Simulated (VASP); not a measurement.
**Fe3Ge2 (space group P-6m2): computed properties**

These are r2SCAN meta-GGA, VASP's PBE PAW potentials (set 64) (plane waves; VASP) values and carry that method's errors.

For Fe3Ge2, the space group comes out as P-6m2 (187) and the cell is a = b = 3.9982 Å, c = 4.9493 Å, α = β = 90.00°, γ = 120.00°. The volume per atom is 13.70 Å^3/atom. The band gap (over mesh and band path) comes out as none (metal, semimetal or under 0.01 eV), the cell moment is 6.98 μB and the density is 7.58 g/cm³.

```
CELL_PARAMETERS angstrom
      3.99822     0.00000     0.00000
     -1.99911     3.46256     0.00000
      0.00000     0.00000     4.94932
ATOMIC_POSITIONS crystal
  Fe 0.00000 0.00000 0.74305
  Fe 0.00000 0.00000 0.25695
  Fe 0.66667 0.33333 0.00000
  Ge 0.66667 0.33333 0.50000
  Ge 0.33333 0.66667 0.00000
```

The run has a spin-polarised start.

The structure comes from a computed database's Fe3Ge2 entry (P-6m2); how it stands against other phases isn't given here. It was relaxed first. Symmetry was kept, so distortions that lower it aren't found.
